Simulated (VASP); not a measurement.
Input for VASP

**KPOINTS**
```
kpoints
0
gamma
 21 21 21
0 0 0
```

INCAR:
```
ALGO  =  Normal
EDIFF  =  1E-6
EDIFFG  =  -0.01
ENCUT  =  300
GGA  =  PE
IBRION  =  2
ISIF  =  3
ISMEAR  =  0
LASPH  =  T
LCHARG  =  F
LMAXMIX  =  4
LREAL  =  F
LWAVE  =  F
NELM  =  100
NSW  =  50
PREC  =  Accurate
SIGMA  =  0.2
SYSTEM  =  Cu
```

POSCAR:
```
Cu
1
    0.0000000000     1.8050000000     1.8050000000
    1.8050000000     0.0000000000     1.8050000000
    1.8050000000     1.8050000000     0.0000000000
Cu
1
Direct
  0.0000000000   0.0000000000   0.0000000000
```

POTCAR, in this order: Cu (PBE.64 set). Program: vasp_std.

**Question.** Translate this PBE calculation to Quantum ESPRESSO's pw.x.

**Answer.** One equivalent input (not run):
```
&CONTROL
  calculation = 'vc-relax'
  pseudo_dir = './pseudo'
  outdir = './out'
  tprnfor = .true.
  tstress = .true.
  nstep = 50
  forc_conv_thr = 0.00039
/
&SYSTEM
  ibrav = 0
  nat = 1
  ntyp = 1
  ecutwfc = 92
  occupations = 'smearing'
  smearing = 'gaussian'
  degauss = 0.0147
  input_dft = 'pbe'
/
&ELECTRONS
  conv_thr = 7.3e-08
  electron_maxstep = 100
/
&IONS
/
&CELL
/
ATOMIC_SPECIES
  Cu 63.546 Cu.upf
CELL_PARAMETERS angstrom
     0.0000000    1.8050000    1.8050000
     1.8050000    0.0000000    1.8050000
     1.8050000    1.8050000    0.0000000
ATOMIC_POSITIONS crystal
  Cu   0.0000000  0.0000000  0.0000000
K_POINTS automatic
  21 21 21 0 0 0
```
Limits of the translation: the potentials are each code's own (VASP's PAW set, PseudoDojo norm-conserving files in pw.x), so ENCUT and ecutwfc are chosen apart and not converted; conv_thr bounds pw.x's estimated SCF error, while EDIFF bounds the energy change between steps; forc_conv_thr acts on force components and is met together with etot_conv_thr.

The structure is a typed Cu crystal (Fm-3m). The cell was not relaxed at this level. The run is one of a series of settings (EDIFFG = -0.01, IBRION = 2, ISIF = 3, NSW = 50 against the base run), some of them coarse on purpose.
